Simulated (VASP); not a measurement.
OSZICAR of a VASP run on ZnS (space group P6_3mc):

File OSZICAR:
```
       N       E                     dE             d eps       ncg     rms          rms(c)
DAV:   1     0.179215268562E+03    0.17922E+03   -0.13085E+04   440   0.136E+03
DAV:   2    -0.307869182852E+01   -0.18229E+03   -0.17908E+03   502   0.296E+02
DAV:   3    -0.169988192325E+02   -0.13920E+02   -0.13880E+02   524   0.905E+01
DAV:   4    -0.172415593698E+02   -0.24274E+00   -0.24264E+00   512   0.127E+01
DAV:   5    -0.172462895181E+02   -0.47301E-02   -0.47299E-02   536   0.168E+00    0.109E+01
DAV:   6    -0.163945672255E+02    0.85172E+00   -0.20471E+00   656   0.426E+01    0.817E+00
DAV:   7    -0.164057710758E+02   -0.11204E-01   -0.19664E+00   482   0.801E+00    0.315E+00
DAV:   8    -0.163761540093E+02    0.29617E-01   -0.11331E-01   604   0.364E+00    0.992E-01
DAV:   9    -0.163751074001E+02    0.10466E-02   -0.22848E-02   610   0.219E+00    0.298E-01
DAV:  10    -0.163751654412E+02   -0.58041E-04   -0.76097E-04   512   0.310E-01    0.210E-01
DAV:  11    -0.163751831735E+02   -0.17732E-04   -0.63760E-05   544   0.800E-02    0.378E-02
DAV:  12    -0.163751817951E+02    0.13784E-05   -0.82016E-06   506   0.237E-02    0.226E-02
DAV:  13    -0.163751818810E+02   -0.85965E-07   -0.31852E-07   310   0.483E-03
   1 F= -.16375182E+02 E0= -.16375182E+02  d E =-.458355E-10
```

Q: Which electronic solver shows in the log?

A: It is blocked Davidson (ALGO = Normal, or the opening steps of other solvers). The INCAR had ALGO = Normal.

Q: Can the final energy be trusted as converged?

A: The calculation finished and met its thresholds. It stopped with EDIFF = 1E-6, NELM = 100 (LDA (Ceperley-Alder, Perdew-Zunger), plane waves, VASP's LDA PAW potentials (set 64)).

The structure comes from a computed database's ZnS entry; how it stands against other phases isn't given here. The cell was not relaxed at this level. The run is one of a series of settings (GGA removed, POTCAR Zn S (LDA.64 set) against the base run), some of them coarse on purpose.
